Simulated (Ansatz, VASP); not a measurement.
# Cross-check of Zn (straight Zn chain, spacing 2.60 A, 2 periods) between VASP and Ansatz

Aim: how closely do two programs agree when they are given the same cell, functional and k mesh? The cell is taken from a series of runs on this material, whose earlier steps may have relaxed, scaled, displaced or heated it; both programs get it as it stands.

Main program and level: Ansatz 0.2.0; plane waves, with VASP 6.6.1 beside it; single point at PBE.

### Step 1. Starting point

The cell holds 2 atoms: 2 Zn. Its edges and angles: a = 8.000 Å, b = 8.000 Å, c = 5.200 Å, α = 90.0°, β = 90.0°, γ = 90.0°. Vacuum lies along a and b. The structure's axis is c.

### Step 2. Ansatz: single point, PBE

Ansatz runs on its default PAW (the set named soft_2) files.

With cell and atoms fixed, the geometry can't cause a difference; cores, projectors, grids and the points listed under the comparison can.

The input, input.yaml:

```yaml
crystal:
  lattice:
    - [8.0, 0.0, 0.0]
    - [0.0, 8.0, 0.0]
    - [0.0, 0.0, 5.2]
  atoms:
    - { symbol: Zn, position: [0.0, 0.0, 0.0] }
    - { symbol: Zn, position: [0.0, 0.0, 0.5] }
kpoints:
  mp_grid: { grid: [1, 1, 14] }
hamiltonian:
  xc: pbe
scf:
  occupations: { method: fermi_dirac, width: 0.05 }
  convergence: { dr2_threshold: 1.0e-08 }
output:
  transmission:
    leads: [[0, 0]]
    e_range: [-4.0, 2.0]
    de: 0.05
    kmesh: [1, 1]
    reduced_basis: true
```

Run with:

```sh
$ ansatz run input.yaml --threads 4 --pin off --max-ram 12288MiB --backend cpu --events-out ev --progress --plain --runs-dir out
```

Numbers of over 12 decimals in the logs are rounded to 6 here.

The log of the run:

```text
Engine: ansatz 0.2.0, x86_64-unknown-linux-gnu
Pseudopotentials: kind: paw
Pseudopotential: Zn, paw, valence charge 12, recommended cutoff 420 eV (normal), Zn.paw.azcp
Functional definition: PBE
  parameter kappa = 0.804
  parameter beta = 0.066725
  exchange = pbe_x(kappa = kappa, mu = beta*pi^2/3)
  correlation = pbe_c(beta = beta)
Crystal: 2 atoms, lattice volume = 332.800 Å³
Basis set: ecut = 420 eV, 6489 PW (Γ)
Bands: 16, of which v1, the nominal top of the filled ones, is band 12 counted from 1 (11 counted from 0)
Symmetry: 32 space group operations
Space group: P4/mmm (ITA 123), of the structure as read, at distance tolerance 6.9e-5 Å
k-points: 8 of 14
Non-local potential: Zn, projectors of the file, l = 0: 2, l = 1: 2, l = 2: 3, l = 3: 1
PAW form: soft (Blöchl's): semilocal exchange-correlation on the pseudo side does not see the compensation charge
PAW one-centre angular grid: Zn, 590 points (default); XC on 64 Gauss nodes
Initial density: superposition of atomic densities (neutral atoms: chi_scale 0, normalization atom), corrected by the library's trained network
Initial wavefunctions: pseudopotential atomic-orbital guess
Functional: x = pbe(κ = 0.804, μ = 0.219515), c = pbe(β = 0.066725)
SCF iter   1: F=—  HF=-6636.143143 eV  |F-HF|=—  |Δ(HF+E_count)|=         —  Δρ=2.77e-3  dr2=4.47e-2  ethr=1.77e-3  ⟨swp⟩=7.5  Hψ=656  notcnv=0
preconditioner: auto → Resta (q_TF=auto, 1.760 Å⁻¹)  ε∞=2.4  [insulator: Δε(μ)=0.269 eV  Ē_g=8.496 eV  σ=0.050 eV  W_gap=0.84  n_scr=38 (ndim 8)  ℏωp=10.0 eV  f_vac=0.727  D(μ)=0.70/eV (n_scr^D=0)  ε∞_Penn≈2.4  vacuum switching on, ρ_ref=5.2e-3 e/Å³]
SCF iter   2: F=—  HF=-6636.133704 eV  |F-HF|=—  |Δ(HF+E_count)|=   9.44e-3  Δρ=1.34e-3  dr2=1.06e-2  ethr=1.86e-4  ⟨swp⟩=1.6  Hψ=204  notcnv=0
SCF iter   3: F=—  HF=-6636.132025 eV  |F-HF|=—  |Δ(HF+E_count)|=   1.68e-3  Δρ=2.06e-4  dr2=1.53e-4  ethr=4.40e-5  ⟨swp⟩=2.0  Hψ=176  notcnv=0
SCF iter   4: F=—  HF=-6636.132051 eV  |F-HF|=—  |Δ(HF+E_count)|=   2.60e-5  Δρ=2.14e-4  dr2=7.71e-5  ethr=6.37e-7  ⟨swp⟩=2.0  Hψ=241  notcnv=0
SCF iter   5: F=—  HF=-6636.132027 eV  |F-HF|=—  |Δ(HF+E_count)|=   2.40e-5  Δρ=8.81e-5  dr2=1.85e-5  ethr=3.21e-7  ⟨swp⟩=2.0  Hψ=208  notcnv=0
SCF iter   6: F=—  HF=-6636.132018 eV  |F-HF|=—  |Δ(HF+E_count)|=   8.35e-6  Δρ=1.92e-5  dr2=1.20e-6  ethr=7.70e-8  ⟨swp⟩=2.0  Hψ=224  notcnv=0
SCF iter   7: F=—  HF=-6636.132033 eV  |F-HF|=—  |Δ(HF+E_count)|=   1.42e-5  Δρ=2.10e-6  dr2=2.00e-8  ethr=4.98e-9  ⟨swp⟩=2.0  Hψ=224  notcnv=0
SCF iter   8: F=-6636.132033 eV  HF=-6636.132033 eV  |F-HF|=8.28e-11  |Δ(HF+E_count)|=   4.67e-9  Δρ=1.54e-7  dr2=9.56e-11  ethr=4.17e-11  ⟨swp⟩=3.6  Hψ=320  notcnv=0
the search or the solves at the SCF's close seem to have found levels that the self-consistency loop had missed (the run counts 1). By its estimate they hold under 1e-12 electrons; where the run keeps them, the occupations were computed again with them
SCF 1 converged in 8 iterations: F = -6636.132033 eV  dr2 = 9.56e-11
  greatest PAW one-centre occupation: 0.986 electrons in one spin orbital (limit 2), on the Zn atom at site 1 (counted from 0), in its partial waves of l = 2
transmission: 7 of 42 steps passed
transmission: 14 of 42 steps passed
[...]
transmission: 42 of 42 steps passed
SCF converged after 8 iterations
Free energy (F): -6636.132033 eV
Harris-Foulkes:  -6636.132033 eV  (|F-HF|=8.28e-11)
Internal energy: -6636.117800 eV  (E = F + TS)
E sigma→0 (E₀):  -6636.124916 eV
Entropy (-TS):   -0.014233 eV (-7.116 meV/atom)
Fermi energy:    -1.143407 eV
--- Per-component energies (eV) ---
  E_band       = -196.179105
  E_kinetic    = 258.951694
  E_local      = -6633.386801  (includes V_loc(G=0)·N_el)
  E_nonlocal   = 1222.809420
  E_hartree    = 2919.973994
  E_xc         = -271.337846
  E_vxc        = -99.080697  (∫ρ·V_xc dr)
  E_paw        = -3650.573874  (= ΣΔE_a)
  E_vpaw       = -785.419165  (= ΣTr[D̂ρ^β])
  E_aug_tail   = -0.000730  (compensation charges beyond the density's cutoff)
  E_ewald      = -482.553657
  E_smearing   = -0.014233  (= −TS)
  E_closure    = 0.000000  (closes the sum)
  Σ components = -6636.132033   (vs F -6636.132033, Δ=0.00e0)
--- Band table (eV; the first three rows and the last of 8) ---
  k-point 0: bands = [... 8 lower, -8.5390, -8.4010, -6.5117, -1.1782, -1.0169, -1.0169, -0.6630, 0.6717]
  k-point 1: bands = [... 8 lower, -8.5465, -8.4113, -6.4890, -1.7773, -0.9846, -0.9846, -0.0046, 0.6995]
  k-point 2: bands = [... 8 lower, -8.5685, -8.4421, -6.4203, -2.5148, -0.8880, -0.8880, 0.7830, 0.9103]
  k-point 7: bands = [... 8 lower, -8.8202, -8.8202, -5.2773, -5.2773, 0.5035, 0.5035, 0.5035, 0.5035]
--- Transmission ---
  basis      : 561 plane waves across, 7 finite elements along
  points     : 1, standing for a mesh of 1 x 1
  energies   : 121 from -4.000000 to 2.000000 eV about the Fermi level, 0.050000 eV apart; the leads are filled to 0.000000 eV, and channels, transmission and decay are at 0.000000 eV
  crystal 0  : Zn2, at the sites [0, 0], period 5.2000 Å: whole cells are its period
    offset         : up to 0.0000 Å between an atom of the period and one for which it stands
    channels       : 0.000000e0 a spin
    conductance    : none, the energies end too early or step too widely for 300 K: set another output.transmission.e_range or a lower de, or, where they end at an eighth of basis.ecutwfc, a higher one
    slowest decay  : 0.0133 /Å at (0.0000, 0.0000)
```

### Step 3. VASP: single point, PBE

The same cell, functional, mesh and smearing now go to VASP, with its own data sets.

Lines of VASP's logs that name or quote its potential files are left out, and so is its time.

The input, INCAR:

```
SYSTEM = Zn
PREC = Accurate
ENCUT = 400
EDIFF = 1E-06
NELM = 120
ISMEAR = -1
SIGMA = 0.05
LREAL = .FALSE.
ALGO = Normal
GGA = PE
NBANDS = 18
LORBIT = 11
LWAVE = .FALSE.
LCHARG = .FALSE.
ISIF = 2
LASPH = .TRUE.
GGA_COMPAT = .FALSE.
EFERMI = MIDGAP
```

The input, POSCAR:

```
Zn
1.0
    8.0000000000      0.0000000000      0.0000000000
    0.0000000000      8.0000000000      0.0000000000
    0.0000000000      0.0000000000      5.2000000000
Zn
2
Direct
    0.0000000000      0.0000000000      0.0000000000
    0.0000000000      0.0000000000      0.5000000000
```

The input, KPOINTS:

```
Automatic mesh
0
Gamma
1 1 14
0 0 0
```

PAW data sets: Zn (PBE family, release 64).

Run with:

```sh
$ mpirun -np 1 vasp_std
```

The log of the run:

```text
[banner, memory and clock lines left out]
running    1 mpi-ranks, on    1 nodes
 distrk:  each k-point on    1 cores,    1 groups
 distr:  one band on    1 cores,    1 groups

 POSCAR found type information on POSCAR Zn
 POSCAR found :  1 types and       2 ions
 LDA part: xc-table for (Slater+PW92), standard interpolation
 POSCAR, INCAR and KPOINTS ok, starting setup
 FFT: planning ... GRIDC
 FFT: planning ... GRID_SOFT
 FFT: planning ... GRID
 WAVECAR not read
 entering main loop
       N       E                     dE             d eps       ncg     rms          rms(c)
DAV:   1     0.758892277478E+02    0.75889E+02   -0.77988E+03   296   0.805E+02
DAV:   2     0.259616287537E+01   -0.73293E+02   -0.72561E+02   338   0.211E+02
DAV:   3    -0.350761017857E+00   -0.29469E+01   -0.29271E+01   320   0.480E+01
DAV:   4    -0.372997692356E+00   -0.22237E-01   -0.22234E-01   298   0.435E+00
DAV:   5    -0.373222204885E+00   -0.22451E-03   -0.22451E-03   350   0.348E-01    0.201E+00
DAV:   6    -0.322951595702E+00    0.50271E-01   -0.10807E-01   292   0.431E+00    0.121E+00
DAV:   7    -0.300140415585E+00    0.22811E-01   -0.44431E-02   298   0.122E+00    0.284E-01
DAV:   8    -0.299506534175E+00    0.63388E-03   -0.56964E-03   296   0.546E-01    0.106E-01
DAV:   9    -0.299938366637E+00   -0.43183E-03   -0.78471E-04   294   0.139E-01    0.465E-02
DAV:  10    -0.299874090865E+00    0.64276E-04   -0.57933E-05   306   0.531E-02    0.250E-02
DAV:  11    -0.300123563561E+00   -0.24947E-03   -0.18427E-04   292   0.492E-02    0.254E-02
DAV:  12    -0.300164874525E+00   -0.41311E-04   -0.10021E-05   296   0.195E-02    0.939E-03
DAV:  13    -0.300244296424E+00   -0.79422E-04   -0.17388E-05   288   0.166E-02    0.273E-03
DAV:  14    -0.300250404773E+00   -0.61083E-05   -0.79670E-07   228   0.605E-03    0.180E-03
DAV:  15    -0.300252090993E+00   -0.16862E-05   -0.56243E-07   224   0.273E-03    0.239E-04
DAV:  16    -0.300252125214E+00   -0.34221E-07   -0.11413E-08   212   0.726E-04
   1 F= -.30025213E+00 E0= -.29308304E+00  d E =-.143382E-01
```

From OUTCAR (step 3):

```text
ion  position               nearest neighbor table
   1  0.000  0.000  0.000-   2 2.60   2 2.60
   2  0.000  0.000  0.500-   1 2.60   1 2.60

  LATTYP: Found a simple tetragonal cell.
 ALAT       =     8.0000000000
 C/A-ratio  =     0.6500000000

 Subroutine GETGRP returns: Found 16 space group operations
 (whereof 16 operations were pure point group operations)

The static configuration has the point symmetry D_4h.

 Found      8 irreducible k-points:

   k-points           NKPTS =      8   k-points in BZ     NKDIM =      8   number of bands    NBANDS=     18

   dimension x,y,z NGX =    54 NGY =   54 NGZ =   36
   dimension x,y,z NGXF=   108 NGYF=  108 NGZF=   72

   ENCUT  =  400.0 eV  29.40 Ry    5.42 a.u.  13.05 13.05  8.48*2*pi/ulx,y,z

   NELECT =      24.0000    total number of electrons

 k-points in reciprocal lattice and weights: Automatic mesh
   0.00000000  0.00000000  0.00000000       0.071
   0.00000000  0.00000000  0.07142857       0.143
   0.00000000  0.00000000  0.14285714       0.143
   0.00000000  0.00000000  0.21428571       0.143
   0.00000000  0.00000000  0.28571429       0.143
   0.00000000  0.00000000  0.35714286       0.143
   0.00000000  0.00000000  0.42857143       0.143
   0.00000000  0.00000000  0.50000000       0.071

 average (electrostatic) potential at core
       1 -42.1159       2 -42.1159

 E-fermi :  -1.8676

 k-point     1 :       0.0000    0.0000    0.0000
  band No.  band energies     occupation
    ...
      8      -9.2767      2.00000
      9      -9.2767      2.00000
     10      -9.1390      2.00000
     11      -7.2387      2.00000
     12      -1.9015      1.32641
     13      -1.7416      0.14911
     14      -1.7416      0.14911
     15      -1.3891      0.00014
     16      -0.0584      0.00000
     17       1.2288      0.00000
    ...

 k-point     2 :       0.0000    0.0000    0.0714
  band No.  band energies     occupation
    ...
      8      -9.2842      2.00000
      9      -9.2842      2.00000
     10      -9.1492      2.00000
     11      -7.2160      2.00000
     12      -2.5013      1.99999
     13      -1.7094      0.08109
     14      -1.7094      0.08109
     15      -0.7299      0.00000
     16      -0.0305      0.00000
     17       1.2569      0.00000
    ...

 k-point     3 :       0.0000    0.0000    0.1429
  band No.  band energies     occupation
    ...
      8      -9.3061      2.00000
      9      -9.3061      2.00000
     10      -9.1798      2.00000
     11      -7.1471      2.00000
     12      -3.2389      2.00000
     13      -1.6130      0.01221
     14      -1.6130      0.01221
     15       0.0530      0.00000
     16       0.1850      0.00000
     17       1.3412      0.00000
    ...

  Total       -0.1981189     -0.1981189     -0.5647267      0.0000000     -0.0000000      0.0000000
  in kB       -0.9537907     -0.9537907     -2.7187269      0.0000000     -0.0000000      0.0000000
  external PRESSURE =      -1.5421028 kB  Pullay stress =       0.0000000 kB

  energy-cutoff  :      400.00
  volume of cell :      332.80
      direct lattice vectors                 reciprocal lattice vectors
     8.000000000  0.000000000  0.000000000     0.125000000  0.000000000  0.000000000
     0.000000000  8.000000000  0.000000000     0.000000000  0.125000000  0.000000000
     0.000000000  0.000000000  5.200000000     0.000000000  0.000000000  0.192307692

 POSITION                                       TOTAL-FORCE (eV/Angst)
 -----------------------------------------------------------------------------------
      0.00000      0.00000      0.00000         0.000000      0.000000      0.000000
      0.00000      0.00000      2.60000         0.000000      0.000000     -0.000000
 -----------------------------------------------------------------------------------
    total drift:                                0.000000     -0.000000      0.000000

  FREE ENERGIE OF THE ION-ELECTRON SYSTEM (eV)
  ---------------------------------------------------
  free  energy   TOTEN  =        -0.3002521252 eV

  energy  without entropy=       -0.2859139511  energy(sigma->0) =       -0.29308304

 total charge
# of ion       s       p       d       tot
------------------------------------------
    1        0.756   0.185   9.718  10.659
    2        0.756   0.185   9.718  10.659
--------------------------------------------------
tot          1.513   0.370  19.436  21.319

[... 3 further parts left out ...]
```

### Step 4. Side by side

Known differences besides the potentials themselves: the cutoff is 420 eV in Ansatz and 400 eV in VASP. Total energies have different zeros and are not compared.

The two programs side by side:

| quantity | Ansatz | VASP | difference |
| --- | --- | --- | --- |
| gap on the k mesh (eV) | 0.161 | 0.160 | +0.001 |

A gap on the mesh is an upper bound, since the band edges may lie between its points. With vacuum in the cell, a pressure given here is an average over mostly empty space and none of the material.

### Step 5. Results

* difference in gap on the k mesh (single point, PBE): 0.0014 eV

What this shows: The difference in gap on the k mesh is 0.0014 eV (single point, PBE), within the 0.08 eV picked in this series as the mark of a large difference. How closely two codes agree says nothing of how well the functional describes the real material.

[Lines on the potential files, build, host, timing and source positions are cut from VASP's logs without a mark.]

[Logs are printed without paths, hosts, clocks, repeated set-up lines and the standing remarks that a program may print on its own settings, such as how far it seeks lower states.]

[Hosts, paths, dates, database ids (printed as entryN), source tags and the programs' standing remarks are cut or masked in the printed files.]
